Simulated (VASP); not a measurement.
Given:

```
CELL_PARAMETERS angstrom
      0.00000     3.02792     3.02792
      3.02792     0.00000     3.02792
      3.02792     3.02792     0.00000
ATOMIC_POSITIONS crystal
  Al 0.25000 0.25000 0.25000
  Al 0.75000 0.75000 0.75000
  Au 0.00000 0.00000 0.00000
```

The numbers are results of PBE GGA, VASP's PBE PAW potentials (set 64) (plane waves; VASP 6.6.1), not measurements. Numerical set-up: 480 eV cut-off, 8×8×8 Γ-centred mesh, first-order Methfessel-Paxton smearing of 0.10 eV, potentials Al Au.

Energy and stress use the plane-wave basis of the starting cell.

Problem. The ions, cell shape and volume at an external pressure of 20.0 GPa are relaxed. Which structure does the run end with?

Solution. 
```
CELL_PARAMETERS angstrom
      0.00000     2.89182     2.89182
      2.89182     0.00000     2.89182
      2.89182     2.89182     0.00000
ATOMIC_POSITIONS crystal
  Al 0.25000 0.25000 0.25000
  Al 0.75000 0.75000 0.75000
  Au 0.00000 0.00000 0.00000
```
Space group Fm-3m (225), at a tolerance of 0.03 Å.

Problem. How do energy and volume change from the first to the last step?

Solution. The energy (σ→0) changes by +128.9 meV/atom and the volume by -12.9 %, in 7 ionic steps.

The compound is AuAl2 in the fluorite structure. This run relaxes it under an external pressure of 20 GPa. Symmetry was kept, so distortions that lower it aren't found. The electron count is odd and the run is not spin-polarised, which forces a metal.
